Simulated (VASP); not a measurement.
An input for Ansatz (written as the equivalent of a VASP run, and not itself run):

Ansatz 0.2 input:
```yaml
crystal:
  lattice:
    - [-1.8665181, 1.8665181, 1.8665181]
    - [1.8665181, -1.8665181, 1.8665181]
    - [1.8665181, 1.8665181, -1.8665181]
  atoms:
    - { symbol: Sb, position: [0.0000000, 0.0000000, 0.0000000] }
kpoints:
  mp_grid: { grid: [12, 12, 12] }
hamiltonian:
  xc: pbesol
  pseudopotentials: { kind: paw }
scf:
  occupations: { method: methfessel_paxton, width: 0.1 }
  max_iter: 100
relax:
  max_steps: 60
  f_tol: 0.01
  cell: {}
output: { forces: true, stress: true, eigenvalues: true }
```

Problem. Translate this input to VASP (INCAR, KPOINTS, POSCAR, choice of POTCAR).

Solution. This is not unique; one that fits is 
INCAR:
```
SYSTEM = Sb
PREC = Accurate
ENCUT = 400
EDIFF = 1E-6
NELM = 100
ALGO = Normal
LREAL = .FALSE.
LASPH = .TRUE.
ISMEAR = 1
SIGMA = 0.1
GGA = PS
LMAXMIX = 4
LWAVE = .FALSE.
LCHARG = .FALSE.
IBRION = 2
ISIF = 3
NSW = 60
EDIFFG = -0.01
```

**KPOINTS**
```
Regular mesh
0
Gamma
12 12 12
```

File POSCAR:
```
Sb
1.0
 -1.8665181296   1.8665181296   1.8665181296
  1.8665181296  -1.8665181296   1.8665181296
  1.8665181296   1.8665181296  -1.8665181296
Sb
1
Cartesian
  0.0000000000   0.0000000000   0.0000000000
```

POTCAR, in this order: Sb (PBE.64 set). Program: vasp_std.

Limits of the translation: each code has its own PAW files, so the cut-off isn't converted (ENCUT is set for VASP's; basis.ecutwfc is left out, and Ansatz then takes the one that its files recommend); Ansatz stops its SCF on the density residual and VASP on the energy change (EDIFF).

The structure was generated: Sb was put into the bcc type (Im-3m), which need not be its known phase. It was relaxed first, which changed the volume by -5 %. The start is the result of an earlier pass.
